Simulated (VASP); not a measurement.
Given:

```yaml
crystal:
  lattice:
    - [4.18217, 0.00000, 0.00000]
    - [-2.09109, 3.62187, 0.00000]
    - [0.00000, 0.00000, 13.69136]
  atoms:
    - { symbol: Cd, position: [0.00000, 0.00000, 0.00000] }
    - { symbol: Cd, position: [0.00000, 0.00000, 0.50000] }
    - { symbol: Cd, position: [0.66667, 0.33333, 0.75018] }
    - { symbol: Cd, position: [0.33333, 0.66667, 0.25018] }
    - { symbol: S, position: [0.00000, 0.00000, 0.81216] }
    - { symbol: S, position: [0.00000, 0.00000, 0.31216] }
    - { symbol: S, position: [0.66667, 0.33333, 0.56329] }
    - { symbol: S, position: [0.33333, 0.66667, 0.06329] }
```

Method: PBE GGA, VASP's PBE PAW potentials (set 64) (plane waves; VASP 6.6.1). Run with 300 eV cut-off, 6×6×2 Γ-centred mesh, Gaussian smearing of 0.10 eV, potentials Cd S.

Task: Give the energies of bands 27 to 40 at the high-symmetry points, in eV from the valence-band maximum.

Result: 
```
band      Γ      M      K      A      L      H
----  -----  -----  -----  -----  -----  -----
27    -2.40  -3.65  -3.75  -1.03  -3.67  -3.67
28    -0.69  -3.52  -3.50  -1.03  -3.67  -3.67
29    -0.69  -2.24  -2.62  -0.60  -1.93  -2.52
30    -0.37  -1.83  -2.62  -0.60  -1.93  -2.52
31    -0.37  -1.73  -1.86  -0.60  -1.59  -2.04
32    -0.35  -1.26  -1.86  -0.60  -1.59  -2.04
33    -0.35  -1.24  -1.74  -0.11  -1.14  -1.40
34    -0.04  -1.23  -1.35  -0.11  -1.14  -1.40
35     0.00  -0.86  -1.35  -0.11  -0.86  -1.24
36     0.00  -0.69  -1.07  -0.11  -0.86  -1.24
37     1.07   3.07   4.25   1.93   3.44   4.44
38     2.65   3.33   4.64   1.93   3.44   4.44
39     2.80   3.95   4.64   2.88   3.92   4.61
40     2.86   4.20   4.91   2.88   3.92   4.61
```

The gap is direct, 1.07 eV, from the valence maximum at Γ to the conduction minimum at Γ.

The structure was generated: CdS was put into an ordered model structure, which need not be its known phase. The cell was not relaxed at this level.
